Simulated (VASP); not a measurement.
Here is the system:

```
CELL_PARAMETERS angstrom
      0.00000     3.15828     3.15828
      3.15828     0.00000     3.15828
      3.15828     3.15828     0.00000
ATOMIC_POSITIONS crystal
  Mg 0.25000 0.25000 0.25000
  Mg 0.75000 0.75000 0.75000
  Ge 0.00000 0.00000 0.00000
```

Level of theory: PBE GGA with D3 dispersion (Becke-Johnson damping), VASP's PBE PAW potentials (set 64) (plane waves; VASP). Run with 520 eV cut-off, Gaussian smearing of 0.050 eV, potentials Mg Ge_d.

**Question.** Estimate the band gap (along the path) with the smallest direct gap where there is one.

**Answer.** 
```yaml
band gap (along the path): 0.11 eV
smallest direct gap (along the path): 1.22 eV
```

Total energies compare only between runs with the same potentials, cut-off and functional.

The compound is Mg2Ge in the antifluorite structure. It was relaxed first.
